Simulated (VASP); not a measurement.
Here is the system:

```yaml
crystal:
  lattice:
    - [-2.91500, 2.91500, 1.59000]
    - [2.91500, -2.91500, 1.59000]
    - [2.91500, 2.91500, -1.59000]
  atoms:
    - { symbol: Sn, position: [0.25000, 0.75000, 0.50000] }
    - { symbol: Sn, position: [0.00000, 0.00000, 0.00000] }
```

These are PBE GGA, VASP's PBE PAW potentials (set 64) (plane waves; VASP) values and carry that method's errors. Settings: 400 eV cut-off, 10×10×10 Γ-centred mesh, first-order Methfessel-Paxton smearing of 0.10 eV, potentials Sn_d.

Unless said otherwise, spin-orbit coupling is left out, though it shifts the bands of the heavy elements here.

Predict the energy per atom (σ→0), pressure, band gap (on the k-mesh) with the smallest direct gap where there is one.

- band gap (on the k-mesh) = none (metal, semimetal or under 0.01 eV)
- energy per atom (σ→0) = -3.794 eV/atom
- pressure = 2.61 GPa

Only differences to runs with the same potentials and settings are physical.

The compound is Sn in the beta structure. The cell was not relaxed at this level.
